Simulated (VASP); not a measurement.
An input for Quantum ESPRESSO's pw.x (written as the equivalent of a VASP run, and not itself run):

```
&CONTROL
  calculation = 'vc-relax'
  pseudo_dir = './pseudo'
  outdir = './out'
  tprnfor = .true.
  tstress = .true.
  nstep = 40
  forc_conv_thr = 0.00078
/
&SYSTEM
  ibrav = 0
  nat = 1
  ntyp = 1
  ecutwfc = 88
  occupations = 'smearing'
  smearing = 'methfessel-paxton'
  degauss = 0.00735
  input_dft = 'pz'
/
&ELECTRONS
  conv_thr = 7.3e-08
  electron_maxstep = 100
/
&IONS
/
&CELL
  press = 450
/
ATOMIC_SPECIES
  Rh 102.906 Rh.upf
CELL_PARAMETERS angstrom
     0.0000000    1.8122086    1.8122086
     1.8122086   -0.0000000    1.8122086
     1.8122086    1.8122086    0.0000000
ATOMIC_POSITIONS crystal
  Rh   1.0000000  1.0000000  0.0000000
K_POINTS automatic
  17 17 17 0 0 0
```

Task: Write the VASP files for the same calculation (LDA).

Result: This is not unique; one that fits is 
File POSCAR:
```
Rh
1
    0.0000000000     1.8122085796     1.8122085796
    1.8122085796    -0.0000000000     1.8122085796
    1.8122085796     1.8122085796     0.0000000000
Rh
1
Direct
  1.0000000000   1.0000000000   0.0000000000
```

**INCAR**
```
SYSTEM = Rh
PREC = Accurate
ENCUT = 500
EDIFF = 1E-6
NELM = 100
ALGO = Normal
LREAL = .FALSE.
LASPH = .TRUE.
ISMEAR = 1
SIGMA = 0.1
LMAXMIX = 4
LWAVE = .FALSE.
LCHARG = .FALSE.
IBRION = 2
ISIF = 3
NSW = 40
EDIFFG = -0.02
PSTRESS = 450
```

File KPOINTS:
```
Automatic mesh
0
Gamma
17 17 17
0 0 0
```

POTCAR, in this order: Rh_pv (LDA.64 set). Program: vasp_std.

What does not carry over: the potentials are each code's own (VASP's PAW set, PseudoDojo norm-conserving files in pw.x), so ENCUT and ecutwfc are chosen apart and not converted; conv_thr bounds pw.x's estimated SCF error, while EDIFF bounds the energy change between steps; forc_conv_thr acts on force components and is met together with etot_conv_thr.

The compound is Rh in the fcc structure. It was relaxed first under an external pressure of 45 GPa.
